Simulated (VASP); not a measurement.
Data:

```yaml
crystal:
  lattice:
    - [0.00000, 2.41119, 2.41119]
    - [2.41119, 0.00000, 2.41119]
    - [2.41119, 2.41119, 0.00000]
  atoms:
    - { symbol: Y, position: [0.00000, 0.00000, 0.00000] }
    - { symbol: N, position: [0.50000, 0.50000, 0.50000] }
```

The numbers are results of LDA (Ceperley-Alder, Perdew-Zunger) with spin-orbit coupling, VASP's LDA PAW potentials (set 64) (plane waves; VASP), not measurements. Numerical set-up: 520 eV cut-off, 12×12×12 Γ-centred mesh, Gaussian smearing of 0.050 eV, potentials Y_sv N.

Task: Predict the energy per atom (σ→0), band gap (over mesh and band path) with the smallest direct gap where there is one.

Result: 
- band gap (over mesh and band path): none (metal, semimetal or under 0.01 eV)
- energy per atom (σ→0): -9.969 eV/atom

Only differences to runs with the same potentials and settings are physical.

The compound is YN in the rock salt structure. It was relaxed first.
